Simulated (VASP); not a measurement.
Level of theory: PBE GGA, VASP's PBE PAW potentials (set 64) (plane waves; VASP 6.6.1).

A VASP calculation is set up with these files.

**POSCAR**
```
ZnS
1
    3.8081880000     0.0000000000     0.0000000000
   -1.9040940000     3.2979870000     0.0000000000
    0.0000000000     0.0000000000    12.4501090000
Zn S
4 4
Direct
  0.6666670000   0.3333330000   0.7499300000
  0.3333330000   0.6666670000   0.2499300000
  0.0000000000   0.0000000000   0.5000000000
  0.0000000000   0.0000000000   0.0000000000
  0.6666670000   0.3333330000   0.9377300000
  0.3333330000   0.6666670000   0.4377300000
  0.0000000000   0.0000000000   0.6873400000
  0.0000000000   0.0000000000   0.1873400000
```

### KPOINTS
```
K-points
0
gamma
1 1 1
```

### INCAR
```
SYSTEM = ZnS
PREC = Accurate
ENCUT = 300
EDIFF = 1E-6
NELM = 100
ALGO = Normal
LREAL = .FALSE.
LASPH = .TRUE.
ISMEAR = 0
SIGMA = 0.01
GGA = PE
LMAXMIX = 4
LWAVE = .FALSE.
LCHARG = .FALSE.
ISIF = 2
```

POTCAR, in this order: Zn S (PBE.64 set). Program: vasp_std.

What VASP printed:

OUTCAR:
```
 ion  position               nearest neighbor table
   1  0.667  0.333  0.750-   7 2.33   7 2.33   7 2.33   5 2.34
   2  0.333  0.667  0.250-   8 2.33   8 2.33   8 2.33   6 2.34
   3  0.000  0.000  0.500-   6 2.33   6 2.33   6 2.33   7 2.33
   4  0.000  0.000  0.000-   5 2.33   5 2.33   5 2.33   8 2.33
   5  0.667  0.333  0.938-   4 2.33   4 2.33   4 2.33   1 2.34
   6  0.333  0.667  0.438-   3 2.33   3 2.33   3 2.33   2 2.34
   7  0.000  0.000  0.687-   3 2.33   1 2.33   1 2.33   1 2.33
   8  0.000  0.000  0.187-   4 2.33   2 2.33   2 2.33   2 2.33
  LATTYP: Found a hexagonal cell.
 ALAT       =     3.8081880000
 C/A-ratio  =     3.2692999925
 Subroutine PRICEL returns:
 Original cell was already a primitive cell.
 Subroutine GETGRP returns: Found 12 space group operations
The static configuration has the point symmetry C_3v.
 The point group associated with its full space group is C_6v.
The dynamic configuration has the point symmetry C_3v.
 Subroutine INISYM returns: Found 12 space group operations
 Subroutine IBZKPT returns following result:
 Found      1 irreducible k-points:

 Following reciprocal coordinates:
            Coordinates               Weight
  0.000000  0.000000  0.000000      1.000000
   k-points           NKPTS =      1   k-points in BZ     NKDIM =      1   number of bands    NBANDS=     43
   number of dos      NEDOS =    301   number of ions     NIONS =      8
   total plane-waves  NPLWV =  40320
   dimension x,y,z NGX =    24 NGY =   24 NGZ =   70
   dimension x,y,z NGXF=    48 NGYF=   48 NGZF=  140
   ions per type =               4   4
   PREC   = accura    normal or accurate (medium, high low for compatibility)
   ISTART =      0    job   : 0-new  1-cont  2-samecut
   ICHARG =      2    charge: 1-file 2-atom 10-const
   ISPIN  =      1    spin polarized calculation?
   LNONCOLLINEAR =      F non collinear calculations
   LSORBIT =      F    spin-orbit coupling
   INIWAV =      1    electr: 0-lowe 1-rand  2-diag
   ENCUT  =  300.0 eV  22.05 Ry    4.70 a.u.   5.38  5.38 17.58*2*pi/ulx,y,z
   NELM   =    100;   NELMIN=  2; NELMDL= -5     # of ELM steps
   EDIFF  = 0.1E-05   stopping-criterion for ELM
   LREAL  =      F    real-space projection
   NLSPLINE    = F    spline interpolate recip. space projectors
   LMAXMIX     =    4 max onsite mixed and CHGCAR
   VOSKOWN=      0    Vosko Wilk Nusair interpolation
   EDIFFG = 0.1E-04   stopping-criterion for IOM
   NSW    =      0    number of steps for IOM
   NBLOCK =      1;   KBLOCK =      1    inner block; outer block
   IBRION =     -1    ionic relax: 0-MD 1-quasi-New 2-CG
   NFREE  =      0    steps in history (QN), initial steepest desc. (CG)
   ISIF   =      2    stress and relaxation
   ISYM   =      2    0-nonsym 1-usesym 2-fastsym
   TEIN   =    0.0    initial temperature
   TEBEG  =    0.0;   TEEND  =   0.0 temperature during run
   SMASS  =  -3.00    Nose mass-parameter (am)
   PSTRESS=    0.0 pullay stress
   NELECT =      72.0000    total number of electrons
   EFERMI =   0.00;   METHOD = LEGACY
   ISMEAR =     0;   SIGMA  =   0.01  broadening in eV -4-tet -1-fermi 0-gaus
   IALGO  =     38    algorithm
   LDIAG  =      T    sub-space diagonalisation (order eigenvalues)
   IMIX   =      4    mixing-type and parameters
     AMIX     =   0.40;   BMIX     =  1.00
     AMIX_MAG =   1.60;   BMIX_MAG =  1.00
     AMIN     =   0.10
   GGA     = PE    functional components
   VOSKOWN =     0    Vosko Wilk Nusair interpolation
   LHFCALC =     F    Hartree Fock is set to
   LHFONE  =     F    Hartree Fock one center treatment
   AEXX    =    0.0000 exact exchange contribution
   IVDW    =     0    specifies the selected vdW correction
   LEPSILON=     F    determine dielectric tensor
   LRPA    =     F    only Hartree local field effects (RPA)
  energy-cutoff  :      300.00
  volume of cell :      156.37
...
```

File OSZICAR:
```
       N       E                     dE             d eps       ncg     rms          rms(c)
DAV:   1     0.499538731041E+03    0.49954E+03   -0.25216E+04    86   0.143E+03
DAV:   2     0.489488587157E+02   -0.45059E+03   -0.43677E+03    94   0.351E+02
DAV:   3    -0.638235081962E+01   -0.55331E+02   -0.54711E+02   105   0.121E+02
DAV:   4    -0.822067515465E+01   -0.18383E+01   -0.18350E+01    92   0.224E+01
DAV:   5    -0.826753685230E+01   -0.46862E-01   -0.46854E-01   116   0.334E+00    0.230E+01
DAV:   6    -0.308783151124E+01    0.51797E+01   -0.93521E+00   124   0.479E+01    0.191E+01
DAV:   7    -0.296102399146E+01    0.12681E+00   -0.10879E+01   100   0.135E+01    0.826E+00
DAV:   8    -0.290389883120E+01    0.57125E-01   -0.15383E+00   108   0.102E+01    0.375E+00
DAV:   9    -0.289933644182E+01    0.45624E-02   -0.11919E-01   100   0.458E+00    0.632E-01
DAV:  10    -0.289533318966E+01    0.40033E-02   -0.42748E-02   124   0.187E+00    0.277E-01
DAV:  11    -0.289619205440E+01   -0.85886E-03   -0.48531E-03   100   0.659E-01    0.308E-01
DAV:  12    -0.289656404467E+01   -0.37199E-03   -0.58278E-04    92   0.216E-01    0.121E-01
DAV:  13    -0.289658552439E+01   -0.21480E-04   -0.12138E-04   108   0.200E-01    0.486E-02
DAV:  14    -0.289660304715E+01   -0.17523E-04   -0.33494E-05    92   0.298E-02    0.133E-02
DAV:  15    -0.289660859604E+01   -0.55489E-05   -0.61991E-06    92   0.164E-02    0.103E-02
DAV:  16    -0.289660910975E+01   -0.51371E-06   -0.12853E-06    76   0.154E-02
   1 F= -.28966091E+01 E0= -.28966091E+01  d E =-.599757E-36
```

OUTCAR:
```
------------------------ aborting loop because EDIFF is reached ----------------------------------------
  FORCE on cell =-STRESS in cart. coord.  units (eV):
  Direction    XX          YY          ZZ          XY          YZ          ZX
  --------------------------------------------------------------------------------------
  Total       36.6855347     36.6855225     13.6082128     -0.0000000      0.0000000      0.0000000
  in kB      375.8936273    375.8935018    139.4348073     -0.0000000      0.0000000      0.0000000
  external PRESSURE =     297.0739788 kB  Pullay stress =       0.0000000 kB
  volume of cell :      156.37
      direct lattice vectors                 reciprocal lattice vectors
     3.808188000  0.000000000  0.000000000     0.262592078  0.151607632  0.000000000
    -1.904094000  3.297987000  0.000000000     0.000000000  0.303215264  0.000000000
     0.000000000  0.000000000 12.450109000     0.000000000  0.000000000  0.080320582
  FREE ENERGIE OF THE ION-ELECTRON SYSTEM (eV)
  ---------------------------------------------------
  free  energy   TOTEN  =        -2.8966091097 eV

  energy  without entropy=       -2.8966091097  energy(sigma->0) =       -2.89660911
```
(Selected blocks of OUTCAR.)

At this cut-off the stress carries a Pulay error, which pulls relaxed volumes low.

The structure comes from a computed database's ZnS entry; how it stands against other phases isn't given here. The cell was not relaxed at this level. The k-mesh is coarse (spacing up to 1.91 per Å, 2π included), so the numbers may not be converged in it. The run is one of a series of settings (KPOINTS 1×1×1 Γ-centred mesh against the base run), some of them coarse on purpose.
